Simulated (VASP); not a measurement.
An input for Quantum ESPRESSO's pw.x (written as the equivalent of a VASP run, and not itself run):

```
&CONTROL
  calculation = 'vc-relax'
  pseudo_dir = './pseudo'
  outdir = './out'
  tprnfor = .true.
  tstress = .true.
  nstep = 40
  forc_conv_thr = 0.00078
/
&SYSTEM
  ibrav = 0
  nat = 6
  ntyp = 2
  ecutwfc = 84
  occupations = 'smearing'
  smearing = 'gaussian'
  degauss = 0.003675
  input_dft = 'pz'
/
&ELECTRONS
  conv_thr = 7.3e-08
  electron_maxstep = 100
/
&IONS
/
&CELL
  press = 50
/
ATOMIC_SPECIES
  Si 28.085 Si.upf
  O 15.999 O.upf
CELL_PARAMETERS angstrom
     4.1546363    0.0000000    0.0000000
     0.0000000    4.1546363    0.0000000
     0.0000000    0.0000000    2.6650299
ATOMIC_POSITIONS crystal
  Si   0.0000000  0.0000000  0.0000000
  Si   0.5000000  0.5000000  0.5000000
  O    0.3054313  0.3054313  0.0000000
  O    0.8054313  0.1945687  0.5000000
  O    0.1945687  0.8054313  0.5000000
  O    0.6945687  0.6945687  0.0000000
K_POINTS automatic
  6 6 8 0 0 0
```

Write the VASP files for the same calculation (LDA).

This is not unique; one that fits is 
**KPOINTS**
```
Automatic mesh
0
Gamma
6 6 8
0 0 0
```

File POSCAR:
```
SiO2
1
    4.1546363290     0.0000000000     0.0000000000
    0.0000000000     4.1546363290     0.0000000000
    0.0000000000     0.0000000000     2.6650299060
Si O
2 4
Direct
  0.0000000000   0.0000000000   0.0000000000
  0.5000000000   0.5000000000   0.5000000000
  0.3054313459   0.3054313459   0.0000000000
  0.8054313459   0.1945686541   0.5000000000
  0.1945686541   0.8054313459   0.5000000000
  0.6945686541   0.6945686541   0.0000000000
```

INCAR:
```
! general
SYSTEM  = SiO2
PREC    = Accurate
ENCUT   = 620
LREAL   = F
LASPH   = T

! electronic loop
EDIFF   = 1E-6
NELM    = 100
ALGO    = Normal

! smearing
ISMEAR  = 0
SIGMA   = 0.05

! ions
IBRION  = 2
NSW     = 40
ISIF    = 3
EDIFFG  = -0.02
PSTRESS = 50

! output
LWAVE   = F
LCHARG  = F
```

POTCAR, in this order: Si O (LDA.64 set). Program: vasp_std.

Limits of the translation: the potentials are each code's own (VASP's PAW set, PseudoDojo norm-conserving files in pw.x), so ENCUT and ecutwfc are chosen apart and not converted; conv_thr bounds pw.x's estimated SCF error, while EDIFF bounds the energy change between steps; forc_conv_thr acts on force components and is met together with etot_conv_thr.

The compound is SiO2 in the rutile structure, stishovite, a high-pressure form. This run relaxes it under an external pressure of 5 GPa. Symmetry was kept, so distortions that lower it aren't found.
